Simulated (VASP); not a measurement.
VASP input:

File POSCAR:
```
KF
1
    0.0000000000     2.6996631199     2.6996631199
    2.6996631199     0.0000000000     2.6996631199
    2.6996631199     2.6996631199     0.0000000000
K F
1 1
Direct
  0.0000000000   0.0000000000   0.0000000000
  0.5000000000   0.5000000000   0.5000000000
```

File KPOINTS:
```
Automatic mesh
0
Gamma
8 8 8
0 0 0
```

INCAR:
```
! general
SYSTEM  =KF
PREC    =Accurate
ENCUT   =520
LREAL   =.FALSE.
LASPH   =.TRUE.

! electronic loop
EDIFF   =1E-6
NELM    =100
ALGO    =Normal

! smearing
ISMEAR  =0
SIGMA   =0.05

! functional
GGA     =ML
LUSE_VDW=.TRUE.
AGGAC   =0.0
ZAB_VDW =-1.8867

! ions
IBRION  =2
NSW     =60
ISIF    =3
EDIFFG  =-0.01

! output
LWAVE   =.FALSE.
LCHARG  =.FALSE.
```

POTCAR, in this order: K_sv F (PBE.64 set). Program: vasp_std.

Task: Translate this vdW-DF2 calculation to Quantum ESPRESSO's pw.x.

Result: One equivalent input (not run):
```
&CONTROL
  calculation = 'vc-relax'
  pseudo_dir = './pseudo'
  outdir = './out'
  tprnfor = .true.
  tstress = .true.
  nstep = 60
  forc_conv_thr = 0.00039
/
&SYSTEM
  ibrav = 0
  nat = 2
  ntyp = 2
  ecutwfc = 84
  occupations = 'smearing'
  smearing = 'gaussian'
  degauss = 0.003675
  input_dft = 'vdw-df2'
/
&ELECTRONS
  conv_thr = 7.3e-08
  electron_maxstep = 100
/
&IONS
/
&CELL
/
ATOMIC_SPECIES
  K 39.098 K.upf
  F 18.998 F.upf
CELL_PARAMETERS angstrom
     0.0000000    2.6996631    2.6996631
     2.6996631    0.0000000    2.6996631
     2.6996631    2.6996631    0.0000000
ATOMIC_POSITIONS crystal
  K    0.0000000  0.0000000  0.0000000
  F    0.5000000  0.5000000  0.5000000
K_POINTS automatic
  8 8 8 0 0 0
```
The two are equivalent in intent, not identical: the potentials are each code's own (VASP's PAW set, PseudoDojo norm-conserving files in pw.x), so ENCUT and ecutwfc are chosen apart and not converted; conv_thr bounds pw.x's estimated SCF error, while EDIFF bounds the energy change between steps; forc_conv_thr acts on force components and is met together with etot_conv_thr.

The compound is KF in the rock salt structure. It was relaxed first. The start is the result of an earlier pass.
